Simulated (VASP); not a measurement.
Level of theory: PBE GGA + U (Dudarev), VASP's PBE PAW potentials (set 64) (plane waves; VASP 6.6.1).

VASP ran on this input.

### KPOINTS
```
Regular mesh
0
gamma
  9 9 9
```

**POSCAR**
```
CoSi2
1
    0.0000000000     2.6535740000     2.7119450000
    2.6229830000     0.0000000000     2.7119450000
    2.6229830000     2.6535740000     0.0000000000
Co Si
1 2
Direct
  0.0000000000   0.0000000000   0.0000000000
  0.2500000000   0.2500000000   0.2500000000
  0.7399360000   0.7600640000   0.7600640000
```

### INCAR
```
LWAVE = .False.
ISIF = 2
ISMEAR = 1   # Methfessel-Paxton
ENCUT = 400   # plane-wave cut-off (eV)
LDAU = .True.
EDIFF = 1E-6
LDAUU = 4.0 0
LDAUPRINT = 1
LREAL = .False.   # projection in real space or not
SIGMA = 0.1   # width (eV)
NELM = 100   # most electronic steps
SYSTEM = CoSi2
ALGO = Normal
LMAXMIX = 4
LASPH = .True.   # aspherical one-centre terms
LORBIT = 10
LCHARG = .False.
PREC = Accurate
LDAUJ = 0 0
LDAUL = 2 -1
GGA = PE   # PBE
LDAUTYPE = 2   # Dudarev
```

POTCAR, in this order: Co Si (PBE.64 set). Program: vasp_std.

Output

### OSZICAR
```
       N       E                     dE             d eps       ncg     rms          rms(c)
DAV:   1     0.653808128970E+02    0.65381E+02   -0.60175E+03  4992   0.110E+03
DAV:   2    -0.130837825514E+02   -0.78465E+02   -0.73216E+02  5012   0.234E+02
DAV:   3    -0.165021585669E+02   -0.34184E+01   -0.33113E+01  6172   0.587E+01
DAV:   4    -0.165717427498E+02   -0.69584E-01   -0.69405E-01  5820   0.800E+00
DAV:   5    -0.165736734780E+02   -0.19307E-02   -0.19303E-02  6396   0.138E+00    0.130E+01
DAV:   6    -0.178582960364E+02   -0.12846E+01   -0.17459E+01  5680   0.924E+01    0.109E+01
DAV:   7    -0.158495385905E+02    0.20088E+01   -0.83491E+00  6260   0.743E+01    0.423E+00
DAV:   8    -0.158090592837E+02    0.40479E-01   -0.49311E-01  5552   0.619E+00    0.105E+00
DAV:   9    -0.158025032487E+02    0.65560E-02   -0.39615E-02  6152   0.425E+00    0.438E-01
DAV:  10    -0.158037443001E+02   -0.12411E-02   -0.51147E-03  5952   0.931E-01    0.239E-01
DAV:  11    -0.158036000237E+02    0.14428E-03   -0.65830E-04  6196   0.431E-01    0.492E-02
DAV:  12    -0.158036142280E+02   -0.14204E-04   -0.53538E-05  6692   0.102E-01    0.762E-03
DAV:  13    -0.158036139040E+02    0.32402E-06   -0.40153E-06  6108   0.239E-02
   1 F= -.15803614E+02 E0= -.15803518E+02  d E =-.288929E-03
```

OUTCAR:
```
------------------------ aborting loop because EDIFF is reached ----------------------------------------
  FORCE on cell =-STRESS in cart. coord.  units (eV):
  Direction    XX          YY          ZZ          XY          YZ          ZX
  --------------------------------------------------------------------------------------
  Total        0.0129712     -0.3003165     -0.7466631      0.0000000      0.4883121      0.0000000
  in kB        0.5504932    -12.7453624    -31.6882111      0.0000000     20.7238539      0.0000000
  external PRESSURE =     -14.6276934 kB  Pullay stress =       0.0000000 kB
  volume of cell :       37.75
      direct lattice vectors                 reciprocal lattice vectors
     0.000000000  2.653574000  2.711945000    -0.190622661  0.188425120  0.184369521
     2.622983000  0.000000000  2.711945000     0.190622661 -0.188425120  0.184369521
     2.622983000  2.653574000  0.000000000     0.190622661  0.188425120 -0.184369521
 POSITION                                       TOTAL-FORCE (eV/Angst)
 -----------------------------------------------------------------------------------
      0.00000      0.00000      0.00000         0.300608      0.000000      0.000000
      1.31149      1.32679      1.35597         0.142029      0.000000     -0.000000
      3.98727      3.98036      4.06792        -0.442637     -0.000000     -0.000000
 -----------------------------------------------------------------------------------
    total drift:                               -0.000056     -0.000000      0.000001
  FREE ENERGIE OF THE ION-ELECTRON SYSTEM (eV)
  ---------------------------------------------------
  free  energy   TOTEN  =       -15.8036139040 eV

  energy  without entropy=      -15.8033249751  energy(sigma->0) =      -15.80351759

 total charge

# of ion       s       p       d       tot
------------------------------------------
    1        0.534   0.711   7.803   9.047
    2        0.717   0.877   0.000   1.594
    3        0.717   0.878   0.000   1.595
--------------------------------------------------
tot          1.968   2.466   7.803  12.236
```
(Selected blocks of OUTCAR.)

OUTCAR:
```
 val. band max:       10.1510600483   @ k =   0.1111   0.0000   0.2222

 cond. band min:      10.1632782150   @ k =   0.3333   0.1111   0.1111


 Fermi energy:        10.1563346583

 k-point     1 :       0.0000    0.0000    0.0000
  band No.  band energies     occupation
      1      -2.9565      2.00000
      2       5.8528      2.00000
      3       5.8896      2.00000
      4       6.0061      2.00000
      5       7.6923      2.00000
      6       7.8470      2.00000
      7      11.1739     -0.00000
      8      13.4588      0.00000
      9      13.5385      0.00000
     10      13.6485      0.00000
     11      13.8398      0.00000
     12      13.9655      0.00000

 k-point     2 :       0.1111   -0.0000   -0.0000
  band No.  band energies     occupation
      1      -2.7662      2.00000
      2       5.4689      2.00000
      3       5.9485      2.00000
      4       6.0619      2.00000
      5       7.6457      2.00000
      6       7.7958      2.00000
      7      11.0316     -0.00000
      8      12.0626     -0.00000
      9      12.7163      0.00000
     10      12.7935      0.00000
     11      14.6158      0.00000
     12      14.8219      0.00000

 k-point     3 :       0.0000    0.0000    0.1111
  band No.  band energies     occupation
      1      -2.7677      2.00000
      2       5.5046      2.00000
      3       5.9491      2.00000
      4       5.9993      2.00000
      5       7.6516      2.00000
      6       7.8041      2.00000
      7      11.0913     -0.00000
      8      12.1250     -0.00000
      9      12.6622      0.00000
     10      12.8063      0.00000
     11      14.5285      0.00000
     12      14.7359      0.00000

 k-point     4 :       0.2222   -0.0000    0.0000
  band No.  band energies     occupation
      1      -2.2023      2.00000
      2       4.4120      2.00000
      3       6.1545      2.00000
      4       6.2024      2.00000
      5       7.5982      2.00000
      6       7.7156      2.00000
...
```

The compound is CoSi2 in the fluorite structure. The cell was not relaxed at this level, atoms are displaced from their ideal sites. The run is one of a series of settings (LDAU = .TRUE., LDAUJ = 0 0, LDAUL = 2 -1, LDAUTYPE = 2, LDAUU = 4.0 0 against the base run), some of them coarse on purpose. The run is not spin-polarised, so no magnetic state was tried. The electron count is odd and the run is not spin-polarised, which forces a metal.
